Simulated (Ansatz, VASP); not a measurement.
## Cross-check of H3C2N between VASP and Ansatz

Wanted: the spread between two codes on one cell, functional and k mesh. The structure shown is frame 133 of Ansatz's trajectory.

Method: plane waves, with VASP 6.6.1 beside it; single point at PBE with D4, in Ansatz 0.2.0.

**1. Starting point**

The cell holds 114 atoms: 38 C, 19 N and 57 H. Cell: a = 11.832 Å, b = 11.832 Å, c = 11.832 Å, α = 90.0°, β = 90.0°, γ = 90.0°. As first built, before any earlier steps moved the atoms (in the runner's words): 19 acetonitrile placed at random, at 0.782 g/cm^3; overlaps pushed apart, then 10 ps at 398 K with MMFF94 bonds, angles, torsions, charges and radii (Halgren, J. Comput. Chem. 17, 490 (1996)) in harmonic and 12-6 forms. Snapshot after 20 ps at 298 K and fixed volume.

**2. Ansatz: dynamics, PBE with D4**

Ansatz runs on its default PAW (the set named soft_2) files.

One frame of this run of dynamics is then solved in both programs, so the motion causes no difference.

File input.yaml:

```yaml
crystal:
  lattice:
    - [11.83169, 0.0, 0.0]
    - [0.0, 11.83169, 0.0]
    - [0.0, 0.0, 11.83169]
  atoms:
    - { symbol: C, position: [0.60322, 0.45921, 0.44623] }
    - { symbol: C, position: [0.66418, 0.35169, 0.46722] }
    - { symbol: "N", position: [0.72451, 0.27862, 0.48626] }
    - { symbol: H, position: [0.64698, 0.53446, 0.47905] }
    - { symbol: H, position: [0.52643, 0.45634, 0.496] }
    - { symbol: H, position: [0.58305, 0.46442, 0.35817] }
    - { symbol: C, position: [0.49348, 0.59746, 0.94773] }
    - { symbol: C, position: [0.51343, 0.54854, 0.83613] }
    - { symbol: "N", position: [0.53376, 0.5176, 0.74386] }
    - { symbol: H, position: [0.57535, 0.59642, 0.99135] }
    - { symbol: H, position: [0.42613, 0.55852, 0.9902] }
    - { symbol: H, position: [0.47476, 0.6873, 0.94263] }
    - { symbol: C, position: [0.58341, 0.2178, 0.08421] }
    - { symbol: C, position: [0.46496, 0.20764, 0.06548] }
    - { symbol: "N", position: [0.36711, 0.2079, 0.05949] }
    - { symbol: H, position: [0.59684, 0.26583, 0.15697] }
    - { symbol: H, position: [0.6346, 0.25517, 0.01818] }
    - { symbol: H, position: [0.62034, 0.13251, 0.10124] }
    - { symbol: C, position: [0.73679, 0.99239, 0.37538] }
    - { symbol: C, position: [0.61994, 0.01211, 0.33848] }
    - { symbol: "N", position: [0.52606, 0.03636, 0.31665] }
    - { symbol: H, position: [0.72837, 0.94069, 0.45363] }
    - { symbol: H, position: [0.7788, 0.07427, 0.38787] }
    - { symbol: H, position: [0.79022, 0.94985, 0.31104] }
    - { symbol: C, position: [0.99467, 0.46398, 0.47923] }
    - { symbol: C, position: [0.91227, 0.55055, 0.45638] }
    - { symbol: "N", position: [0.84493, 0.61965, 0.44655] }
    - { symbol: H, position: [0.95431, 0.38307, 0.48382] }
    - { symbol: H, position: [0.03335, 0.47993, 0.56064] }
    - { symbol: H, position: [0.05749, 0.46308, 0.40997] }
    - { symbol: C, position: [0.80683, 0.60969, 0.14854] }
    - { symbol: C, position: [0.89143, 0.51674, 0.16848] }
    - { symbol: "N", position: [0.95499, 0.44568, 0.19459] }
    - { symbol: H, position: [0.73549, 0.60049, 0.20607] }
    - { symbol: H, position: [0.7863, 0.60732, 0.06131] }
    - { symbol: H, position: [0.83329, 0.69425, 0.16248] }
    - { symbol: C, position: [0.19571, 0.5815, 0.16946] }
    - { symbol: C, position: [0.29856, 0.54346, 0.2275] }
    - { symbol: "N", position: [0.37689, 0.50285, 0.2717] }
    - { symbol: H, position: [0.13446, 0.61773, 0.22724] }
    - { symbol: H, position: [0.16298, 0.5024, 0.12867] }
    - { symbol: H, position: [0.21746, 0.64397, 0.10463] }
    - { symbol: C, position: [0.30621, 0.28612, 0.80176] }
    - { symbol: C, position: [0.25538, 0.38044, 0.85616] }
    - { symbol: "N", position: [0.23374, 0.45275, 0.92235] }
    - { symbol: H, position: [0.35042, 0.2435, 0.85542] }
    - { symbol: H, position: [0.37803, 0.31117, 0.74785] }
    - { symbol: H, position: [0.23972, 0.24, 0.75343] }
    - { symbol: C, position: [0.09257, 0.24655, 0.07896] }
    - { symbol: C, position: [0.02995, 0.17725, 0.16119] }
    - { symbol: "N", position: [0.99595, 0.11673, 0.23278] }
    - { symbol: H, position: [0.15641, 0.18959, 0.03481] }
    - { symbol: H, position: [0.13798, 0.31075, 0.11697] }
    - { symbol: H, position: [0.04054, 0.28393, 0.01256] }
    - { symbol: C, position: [0.42964, 0.72863, 0.51662] }
    - { symbol: C, position: [0.31874, 0.6844, 0.5017] }
    - { symbol: "N", position: [0.22131, 0.66227, 0.48773] }
    - { symbol: H, position: [0.48315, 0.7006, 0.44698] }
    - { symbol: H, position: [0.4696, 0.72036, 0.59899] }
    - { symbol: H, position: [0.43268, 0.81936, 0.50727] }
    - { symbol: C, position: [0.01834, 0.83464, 0.33037] }
    - { symbol: C, position: [0.00297, 0.83545, 0.45142] }
    - { symbol: "N", position: [0.00194, 0.82674, 0.55088] }
    - { symbol: H, position: [0.10607, 0.85935, 0.31013] }
    - { symbol: H, position: [0.96591, 0.89403, 0.29179] }
    - { symbol: H, position: [0.9947, 0.74942, 0.296] }
    - { symbol: C, position: [0.12213, 0.68127, 0.82197] }
    - { symbol: C, position: [0.21013, 0.76794, 0.82239] }
    - { symbol: "N", position: [0.28769, 0.82401, 0.83719] }
    - { symbol: H, position: [0.07916, 0.66887, 0.90138] }
    - { symbol: H, position: [0.15171, 0.60371, 0.78775] }
    - { symbol: H, position: [0.05308, 0.712, 0.76756] }
    - { symbol: C, position: [0.9106, 0.97653, 0.94813] }
    - { symbol: C, position: [0.95888, 0.88107, 0.00795] }
    - { symbol: "N", position: [0.99594, 0.80225, 0.05246] }
    - { symbol: H, position: [0.8275, 0.00217, 0.98192] }
    - { symbol: H, position: [0.89036, 0.95376, 0.86465] }
    - { symbol: H, position: [0.96798, 0.04763, 0.95313] }
    - { symbol: C, position: [0.32295, 0.22442, 0.32851] }
    - { symbol: C, position: [0.26974, 0.24639, 0.44064] }
    - { symbol: "N", position: [0.22171, 0.2594, 0.52506] }
    - { symbol: H, position: [0.4173, 0.22075, 0.33204] }
    - { symbol: H, position: [0.29648, 0.28867, 0.26865] }
    - { symbol: H, position: [0.30158, 0.14293, 0.29414] }
    - { symbol: C, position: [0.45661, 0.04348, 0.71607] }
    - { symbol: C, position: [0.53977, 0.1067, 0.77467] }
    - { symbol: "N", position: [0.60171, 0.16565, 0.82593] }
    - { symbol: H, position: [0.47606, 0.03868, 0.62327] }
    - { symbol: H, position: [0.37824, 0.09234, 0.71425] }
    - { symbol: H, position: [0.44841, 0.95873, 0.75767] }
    - { symbol: C, position: [0.79137, 0.73255, 0.77799] }
    - { symbol: C, position: [0.70072, 0.79764, 0.73238] }
    - { symbol: "N", position: [0.63312, 0.86036, 0.7045] }
    - { symbol: H, position: [0.78811, 0.7145, 0.86644] }
    - { symbol: H, position: [0.87143, 0.78637, 0.76629] }
    - { symbol: H, position: [0.79498, 0.65163, 0.73134] }
    - { symbol: C, position: [0.99615, 0.1192, 0.56502] }
    - { symbol: C, position: [0.02406, 0.1199, 0.68405] }
    - { symbol: "N", position: [0.03416, 0.13377, 0.77994] }
    - { symbol: H, position: [0.06466, 0.07977, 0.51896] }
    - { symbol: H, position: [0.99449, 0.20377, 0.53201] }
    - { symbol: H, position: [0.91958, 0.07466, 0.54445] }
    - { symbol: C, position: [0.8219, 0.35197, 0.74498] }
    - { symbol: C, position: [0.77829, 0.41117, 0.8439] }
    - { symbol: "N", position: [0.74312, 0.45044, 0.92979] }
    - { symbol: H, position: [0.76655, 0.36431, 0.67863] }
    - { symbol: H, position: [0.81662, 0.25879, 0.75557] }
    - { symbol: H, position: [0.91053, 0.38104, 0.71759] }
    - { symbol: C, position: [0.43866, 0.91946, 0.06018] }
    - { symbol: C, position: [0.54257, 0.86328, 0.09775] }
    - { symbol: "N", position: [0.61887, 0.80714, 0.10811] }
    - { symbol: H, position: [0.37231, 0.86188, 0.03168] }
    - { symbol: H, position: [0.45888, 0.97349, 0.98824] }
    - { symbol: H, position: [0.40359, 0.96488, 0.125] }
kpoints:
  mp_grid: { grid: [1, 1, 1] }
hamiltonian:
  xc: pbe
  dispersion: d4
scf:
  occupations: { method: fixed }
output:
  forces: true
md:
  timestep: 0.5
  n_steps: 400
  ensemble: nvt_langevin
  temperature: 298
  initial_velocities: maxwell_boltzmann
  seed: 9650
```

Run with:

```sh
> ansatz run input.yaml --threads 4 --pin off --max-ram 8192MiB --backend cpu --events-out ev --progress --plain --runs-dir out
```

Numbers of over 12 decimals in the logs are rounded to 6 here.

Output:

```text
Warning: md: disabling space-group detection — thermal motion breaks the input geometry's symmetry, so no spatial operation reduces the k-mesh or symmetrises the density; time reversal is kept, so that k and −k are solved as one point where they differ and the mesh holds both, and exact exchange and, on two spinor components, a DFT+U term hold to it where the run has them: on two components no moment then forms, and  [...]
Engine: ansatz 0.2.0, x86_64-unknown-linux-gnu
Pseudopotentials: kind: paw
Pseudopotential: C, paw, valence charge 4, recommended cutoff 420 eV (normal), C.paw.azcp
Pseudopotential: N, paw, valence charge 5, recommended cutoff 420 eV (normal), N.paw.azcp
Pseudopotential: H, paw, valence charge 1, recommended cutoff 420 eV (normal), H.paw.azcp
Functional definition: PBE
  parameter kappa = 0.804
  parameter beta = 0.066725
  exchange = pbe_x(kappa = kappa, mu = beta*pi^2/3)
  correlation = pbe_c(beta = beta)
Crystal: 114 atoms, lattice volume = 1656.305 Å³
Basis set: ecut = 420 eV, 32423 PW (Γ), exchange–correlation on 160×160×160 points (8 copies of the dense FFT grid, shifted against one another)
Bands: 266, of which v1, the nominal top of the filled ones, is band 152 counted from 1 (151 counted from 0)
Symmetry: 1 space group operations
k-points: 1
Non-local potential: C, projectors of the file, l = 0: 2, l = 1: 2, l = 2: 1
Non-local potential: N, projectors of the file, l = 0: 2, l = 1: 2, l = 2: 1
Non-local potential: H, projectors of the file, l = 0: 2, l = 1: 1
PAW form: soft (Blöchl's): semilocal exchange-correlation on the pseudo side does not see the compensation charge
PAW one-centre angular grid: C, 110 points (default); XC on 64 Gauss nodes
PAW one-centre angular grid: N, 110 points (default); XC on 64 Gauss nodes
PAW one-centre angular grid: H, 110 points (default); XC on 64 Gauss nodes
Initial density: superposition of atomic densities (neutral atoms: chi_scale 0, normalization atom), corrected by the library's trained network
Initial wavefunctions: pseudopotential atomic-orbital guess
Functional: x = pbe(κ = 0.804, μ = 0.219515), c = pbe(β = 0.066725)
SCF iter   1: F=—  HF=-17736.631607 eV  |F-HF|=—  |Δ(HF+E_count)|=         —  Δρ=3.39e-3  dr2=2.64e-1  ethr=1.77e-3  ⟨swp⟩=5.0  Hψ=819  notcnv=0  defer=109
preconditioner: auto → Resta (q_TF=auto, 2.057 Å⁻¹)  ε∞=2.2  [insulator: Δε(μ)=6.068 eV  Ē_g=14.321 eV  n_scr=250 (ndim 8)  ℏωp=15.9 eV  f_vac=0.280  ε∞_Penn≈2.2]
SCF iter   2: F=—  HF=-17736.682189 eV  |F-HF|=—  |Δ(HF+E_count)|=   5.06e-2  Δρ=2.31e-3  dr2=9.98e-2  ethr=8.67e-5  ⟨swp⟩=3.0  Hψ=429  notcnv=0  defer=111
SCF iter   3: F=—  HF=-17736.683150 eV  |F-HF|=—  |Δ(HF+E_count)|=   9.61e-4  Δρ=9.72e-4  dr2=2.58e-2  ethr=3.28e-5  ⟨swp⟩=3.0  Hψ=312  notcnv=0  defer=41
automatic band count: iteration 3 solves 195 bands in place of 266: the levels show a gap, and the empty bands left out lie too high to hold charge; the band table lists the bands solved (type scf.n_extra_bands for more)
SCF iter   4: F=—  HF=-17736.688778 eV  |F-HF|=—  |Δ(HF+E_count)|=   5.63e-3  Δρ=4.60e-4  dr2=6.23e-3  ethr=8.49e-6  ⟨swp⟩=4.0  Hψ=217  notcnv=0  defer=41
SCF iter   5: F=—  HF=-17736.689354 eV  |F-HF|=—  |Δ(HF+E_count)|=   5.75e-4  Δρ=2.33e-4  dr2=1.30e-3  ethr=2.05e-6  ⟨swp⟩=3.0  Hψ=315  notcnv=0  defer=41
SCF iter   6: F=—  HF=-17736.689079 eV  |F-HF|=—  |Δ(HF+E_count)|=   2.74e-4  Δρ=7.61e-5  dr2=1.14e-4  ethr=4.28e-7  ⟨swp⟩=2.0  Hψ=304  notcnv=0  defer=41
SCF iter   7: F=—  HF=-17736.689045 eV  |F-HF|=—  |Δ(HF+E_count)|=   3.47e-5  Δρ=2.67e-5  dr2=1.60e-5  ethr=3.75e-8  ⟨swp⟩=2.0  Hψ=309  notcnv=0  defer=41
SCF iter   8: F=—  HF=-17736.689100 eV  |F-HF|=—  |Δ(HF+E_count)|=   5.56e-5  Δρ=1.51e-5  dr2=4.67e-6  ethr=5.27e-9  ⟨swp⟩=2.0  Hψ=347  notcnv=0  defer=41
SCF iter   9: F=—  HF=-17736.689099 eV  |F-HF|=—  |Δ(HF+E_count)|=   7.84e-7  Δρ=7.10e-6  dr2=1.03e-6  ethr=1.54e-9  ⟨swp⟩=2.0  Hψ=311  notcnv=0  defer=41
SCF iter  10: F=—  HF=-17736.689099 eV  |F-HF|=—  |Δ(HF+E_count)|=   1.19e-7  Δρ=2.29e-6  dr2=1.16e-7  ethr=3.37e-10  ⟨swp⟩=2.0  Hψ=295  notcnv=0  defer=41
SCF iter  11: F=-17736.689099 eV  HF=-17736.689099 eV  |F-HF|=5.76e-8  |Δ(HF+E_count)|=   2.12e-9  Δρ=1.84e-6  dr2=7.07e-8  ethr=3.29e-11  ⟨swp⟩=4.0  Hψ=654  notcnv=0
SCF 1 converged in 11 iterations: F = -17736.689099 eV  dr2 = 7.07e-8
  greatest PAW one-centre occupation: 0.844 electrons in one spin orbital (limit 2), on the N atom at site 110 (counted from 0), in its partial waves of l = 0
[...]
SCF iter   1: F=—  HF=-17736.997176 eV  |F-HF|=—  |Δ(HF+E_count)|=         —  Δρ=2.17e-3  dr2=4.42e-2  ethr=1.36e-5  ⟨swp⟩=3.0  Hψ=734  notcnv=0  defer=41
automatic band count: iteration 1 solves 195 bands in place of 266: the levels show a gap, and the empty bands left out lie too high to hold charge; the band table lists the bands solved (type scf.n_extra_bands for more)
preconditioner: auto → Resta (q_TF=auto, 2.057 Å⁻¹)  ε∞=2.7  [insulator: Δε(μ)=5.968 eV  Ē_g=12.206 eV  n_scr=250 (ndim 8)  ℏωp=15.9 eV  f_vac=0.297  ε∞_Penn≈2.7]
SCF iter   2: F=—  HF=-17736.988271 eV  |F-HF|=—  |Δ(HF+E_count)|=   8.91e-3  Δρ=9.92e-4  dr2=7.28e-3  ethr=1.36e-5  ⟨swp⟩=2.0  Hψ=283  notcnv=0  defer=41
SCF iter   3: F=—  HF=-17736.988079 eV  |F-HF|=—  |Δ(HF+E_count)|=   1.92e-4  Δρ=4.73e-4  dr2=3.57e-3  ethr=2.39e-6  ⟨swp⟩=2.0  Hψ=311  notcnv=0  defer=41
SCF iter   4: F=—  HF=-17736.987520 eV  |F-HF|=—  |Δ(HF+E_count)|=   5.59e-4  Δρ=1.30e-4  dr2=2.03e-4  ethr=1.18e-6  ⟨swp⟩=2.0  Hψ=309  notcnv=0  defer=39
SCF iter   5: F=—  HF=-17736.987500 eV  |F-HF|=—  |Δ(HF+E_count)|=   1.98e-5  Δρ=3.08e-5  dr2=1.86e-5  ethr=6.69e-8  ⟨swp⟩=2.0  Hψ=291  notcnv=0  defer=39
SCF iter   6: F=—  HF=-17736.987652 eV  |F-HF|=—  |Δ(HF+E_count)|=   1.52e-4  Δρ=2.35e-5  dr2=1.16e-5  ethr=6.13e-9  ⟨swp⟩=2.0  Hψ=347  notcnv=0  defer=39
SCF iter   7: F=—  HF=-17736.987651 eV  |F-HF|=—  |Δ(HF+E_count)|=   1.63e-6  Δρ=5.44e-6  dr2=7.60e-7  ethr=3.83e-9  ⟨swp⟩=2.0  Hψ=309  notcnv=0  defer=39
SCF iter   8: F=—  HF=-17736.987651 eV  |F-HF|=—  |Δ(HF+E_count)|=   3.49e-8  Δρ=2.42e-6  dr2=1.28e-7  ethr=2.50e-10  ⟨swp⟩=2.0  Hψ=292  notcnv=0  defer=39
SCF iter   9: F=-17736.987651 eV  HF=-17736.987651 eV  |F-HF|=4.11e-8  |Δ(HF+E_count)|=   1.82e-8  Δρ=1.58e-6  dr2=5.03e-8  ethr=3.29e-11  ⟨swp⟩=4.0  Hψ=560  notcnv=0
SCF 401 converged in 9 iterations: F = -17736.987651 eV  dr2 = 5.03e-8
md step   400: t =   200.00 fs  T =   302.3 K  F+E_penalty+E_count = -17736.98765061 eV  E_kin = 4.454795 eV  (9 SCF iters, 3 dispersion substeps)
SCF converged after 9 iterations
Free energy (F): -17736.987651 eV
Harris-Foulkes:  -17736.987651 eV  (|F-HF|=4.11e-8)
Internal energy: -17736.987651 eV  (E = F + TS)
E sigma→0 (E₀):  -17736.987651 eV
Fermi energy:    -3.586482 eV
--- Per-component energies (eV) ---
  E_band       = -2672.505544
  E_kinetic    = 6591.684260
  E_local      = -19961.821918  (includes V_loc(G=0)·N_el)
  E_nonlocal   = 2052.014025
  E_hartree    = 6796.881721
  E_xc         = -3417.965898
  E_vxc        = -4282.549464  (∫ρ·V_xc dr)
  E_paw        = -6228.272470  (= ΣΔE_a)
  E_vpaw       = -665.522842  (= ΣTr[D̂ρ^β])
  E_aug_tail   = -0.073568  (compensation charges beyond the density's cutoff)
  E_ewald      = -3564.962796
  E_disp       = -4.471006  (pairwise vdW)
  E_smearing   = -0.000000  (= −TS)
  E_closure    = 0.000000  (closes the sum)
  Σ components = -17736.987651   (vs F -17736.987651, Δ=0.00e0)
--- Forces (eV/Å), atoms counted from 1 ---
  atom   1  C     -0.13508462    -1.12454849     1.26706974
  atom   2  C      0.07016154     0.44278883     0.08129405
  atom   3  N     -0.72578778     0.19653762    -0.12821571
  atom   4  H     -0.22497532    -0.08233775    -0.58998934
  atom   5  H      0.60371541    -0.02867618    -0.17829844
  atom   6  H      0.28282134     0.51042231    -0.67927027
  atom   7  C      2.55808725     0.38436940     0.15604179
  atom   8  C     -0.17827754     0.87730510     1.24125786
  atom   9  N      0.10393349    -1.05896126    -1.65840282
  atom  10  H     -1.17794313    -0.47602264    -0.38858785
  atom  11  H     -0.84969762    -0.32151019     0.95048234
  atom  12  H     -0.43655637     0.54429506    -0.17670129
  atom  13  C      1.41328719    -2.68857445    -0.89053080
  atom  14  C      0.16840019     1.22107792     0.38349625
  atom  15  N     -1.45197372    -0.59501090    -0.25349853
  atom  16  H      0.17691474     0.57820287    -0.04374680
  atom  17  H     -0.09941039     0.54070006     0.08997110
  atom  18  H     -0.09663590     0.87057033     0.75257490
  atom  19  C     -0.29911726    -0.12143052    -1.91958038
  atom  20  C      3.68354245    -0.68638341     0.95233077
  atom  21  N     -3.23874317     0.24783980    -0.30670726
  atom  22  H      0.45651520     0.41979779     0.22214784
  atom  23  H      0.05805251    -0.13195667     1.38325598
  atom  24  H     -0.65374787     0.33639406    -0.15894724
[...]
atom 107  H     -0.40978213     0.90273719    -1.78197012
  atom 108  H      0.65664122     0.64592434     0.04026026
  atom 109  C      0.02724159     0.26728254     0.62777394
  atom 110  C     -0.06753163     0.26861083     0.89806771
  atom 111  N     -1.00100897     0.35745293    -0.75380547
  atom 112  H      0.06368965     0.21966777     0.38377853
  atom 113  H      0.53601930    -0.03532016    -0.46415057
  atom 114  H      0.31905280    -1.19668147    -0.74210297
  max |Σ_I F_I| component: 1.51e-4 eV/Å
--- MD trajectory: 400 steps, t = 0.0 → 200.0 fs ---
  final state: T = 302.3 K   F+E_penalty+E_count = -17736.98765061 eV   E_kin = 4.454795 eV
```

In the SCF lines HF is the Harris–Foulkes energy and dr2 the Hartree energy of the density residual, in eV; the loop may stop once dr2 is under the threshold and the program's other checks hold. Hψ counts applications of the Hamiltonian.

(Continued in part 2 of 2.)

[Lines on the potential files, build, host, timing and source positions are cut from VASP's logs without a mark.]

[Logs are printed without paths, hosts, clocks, repeated set-up lines and the standing remarks that a program may print on its own settings, such as how far it seeks lower states.]

[Hosts, paths, dates, database ids (printed as entryN), source tags and the programs' standing remarks are cut or masked in the printed files.]

[The MMFF94 radii named for the starting cell were scaled by 0.96; in molecules described by MMFF94, hydrogen bound to N, O or S took a small fixed 12-6 site in their place.]
